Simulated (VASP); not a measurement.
OSZICAR of a VASP run on Zr (hcp):

OSZICAR:
```
       N       E                     dE             d eps       ncg     rms          rms(c)
DAV:   1     0.214791743363E+03    0.21479E+03   -0.13549E+04  2432   0.149E+03
DAV:   2    -0.335659836120E+01   -0.21815E+03   -0.21623E+03  3112   0.413E+02
DAV:   3    -0.174492454184E+02   -0.14093E+02   -0.13955E+02  4560   0.780E+01
DAV:   4    -0.177398221723E+02   -0.29058E+00   -0.29055E+00  2696   0.120E+01
DAV:   5    -0.177476937541E+02   -0.78716E-02   -0.78716E-02  3896   0.138E+00    0.143E+01
DAV:   6    -0.171467657644E+02    0.60093E+00   -0.96205E-01  2520   0.869E+00    0.564E+00
DAV:   7    -0.170298678453E+02    0.11690E+00   -0.63007E-01  3528   0.612E+00    0.112E+00
DAV:   8    -0.170359112384E+02   -0.60434E-02   -0.41359E-02  3184   0.170E+00    0.295E-01
DAV:   9    -0.170361311810E+02   -0.21994E-03   -0.19217E-03  2992   0.471E-01    0.383E-02
DAV:  10    -0.170360801138E+02    0.51067E-04   -0.47487E-05  3576   0.480E-02    0.244E-02
DAV:  11    -0.170360792178E+02    0.89603E-06   -0.11337E-05  2664   0.433E-02    0.426E-03
DAV:  12    -0.170360791911E+02    0.26680E-07   -0.37217E-07  1912   0.493E-03
   1 F= -.18093350E+02 E0= -.18092953E+02  d E =-.180934E+02
       N       E                     dE             d eps       ncg     rms          rms(c)
DAV:   1    -0.179258245965E+02   -0.88975E+00   -0.32132E+01  2936   0.594E+01    0.103E+01
DAV:   2    -0.170724802670E+02    0.85334E+00   -0.25560E+00  2696   0.155E+01    0.301E+00
DAV:   3    -0.169112166945E+02    0.16126E+00   -0.10445E+00  3536   0.774E+00    0.193E+00
DAV:   4    -0.169392955398E+02   -0.28079E-01   -0.86834E-02  3168   0.137E+00    0.775E-01
DAV:   5    -0.169588754324E+02   -0.19580E-01   -0.72889E-02  3656   0.153E+00    0.278E-01
DAV:   6    -0.169585617490E+02    0.31368E-03   -0.27681E-03  3512   0.429E-01    0.100E-01
DAV:   7    -0.169586284632E+02   -0.66714E-04   -0.17141E-04  3336   0.138E-01    0.389E-03
DAV:   8    -0.169586293438E+02   -0.88062E-06   -0.37911E-06  2944   0.131E-02
   2 F= -.18094938E+02 E0= -.18094964E+02  d E =-.158786E-02
       N       E                     dE             d eps       ncg     rms          rms(c)
DAV:   1    -0.172220354557E+02   -0.26341E+00   -0.73774E+00  2744   0.291E+01    0.450E+00
DAV:   2    -0.170482048293E+02    0.17383E+00   -0.71823E-01  3000   0.792E+00    0.159E+00
DAV:   3    -0.170024831177E+02    0.45722E-01   -0.24665E-01  3552   0.389E+00    0.841E-01
DAV:   4    -0.170085589256E+02   -0.60758E-02   -0.23501E-02  3040   0.759E-01    0.357E-01
DAV:   5    -0.170132518472E+02   -0.46929E-02   -0.14658E-02  3680   0.698E-01    0.168E-01
DAV:   6    -0.170133323074E+02   -0.80460E-04   -0.65076E-04  2864   0.206E-01    0.429E-02
DAV:   7    -0.170133447316E+02   -0.12424E-04   -0.25474E-05  3808   0.464E-02    0.176E-02
DAV:   8    -0.170133449467E+02   -0.21505E-06   -0.66661E-06  2920   0.295E-02
   3 F= -.18110407E+02 E0= -.18110241E+02  d E =-.170566E-01
       N       E                     dE             d eps       ncg     rms          rms(c)
DAV:   1    -0.170126215647E+02    0.72317E-03   -0.33592E-03  2840   0.614E-01    0.983E-02
DAV:   2    -0.170125373621E+02    0.84203E-04   -0.31130E-04  3040   0.166E-01    0.319E-02
DAV:   3    -0.170125176541E+02    0.19708E-04   -0.10931E-04  3536   0.802E-02    0.182E-02
DAV:   4    -0.170125220700E+02   -0.44160E-05   -0.10008E-05  2664   0.150E-02    0.786E-03
DAV:   5    -0.170125265150E+02   -0.44450E-05   -0.72924E-06  3272   0.165E-02    0.311E-03
DAV:   6    -0.170125268243E+02   -0.30928E-06   -0.31339E-07  1376   0.534E-03
   4 F= -.18110404E+02 E0= -.18110244E+02  d E =-.170544E-01
       N       E                     dE             d eps       ncg     rms          rms(c)
DAV:   1    -0.170150088071E+02   -0.24823E-02   -0.14628E-01  2432   0.360E+00    0.270E-01
DAV:   2    -0.170132924625E+02    0.17163E-02   -0.44160E-03  2832   0.533E-01    0.127E-01
DAV:   3    -0.170128040408E+02    0.48842E-03   -0.19247E-03  3280   0.320E-01    0.213E-02
DAV:   4    -0.170128085471E+02   -0.45063E-05   -0.29990E-05  2912   0.528E-02    0.100E-02
DAV:   5    -0.170128098511E+02   -0.13040E-05   -0.21953E-06  2216   0.139E-02    0.141E-03
DAV:   6    -0.170128099087E+02   -0.57606E-07   -0.12949E-07  1488   0.372E-03
   5 F= -.18110866E+02 E0= -.18110847E+02  d E =-.461286E-03
       N       E                     dE             d eps       ncg     rms          rms(c)
DAV:   1    -0.170147782798E+02   -0.19684E-02   -0.13274E-01  2432   0.343E+00    0.258E-01
DAV:   2    -0.170132090955E+02    0.15692E-02   -0.40236E-03  2792   0.508E-01    0.121E-01
DAV:   3    -0.170127611925E+02    0.44790E-03   -0.17752E-03  3304   0.307E-01    0.203E-02
DAV:   4    -0.170127652497E+02   -0.40572E-05   -0.27392E-05  2904   0.506E-02    0.961E-03
DAV:   5    -0.170127664611E+02   -0.12114E-05   -0.20143E-06  2152   0.133E-02    0.138E-03
DAV:   6    -0.170127665142E+02   -0.53091E-07   -0.12636E-07  1472   0.361E-03
   6 F= -.18111009E+02 E0= -.18111133E+02  d E =-.604215E-03
```

### Question
Which electronic solver shows in the log?

### Answer
It is blocked Davidson (ALGO = Normal, or the opening steps of other solvers). The INCAR had ALGO = Normal.

### Question
Can the final energy be trusted as converged?

### Answer
Self-consistency was reached. It stopped with EDIFF = 1E-6, NELM = 100, NSW = 60 and EDIFFG = -0.01 after 6 ionic steps (PBE GGA with D3 dispersion (Becke-Johnson damping), plane waves, VASP's PBE PAW potentials (set 64)). Energy and stress use the plane-wave basis of the starting cell.

The compound is Zr in the hcp structure. This run relaxes it. Symmetry was kept, so distortions that lower it aren't found.
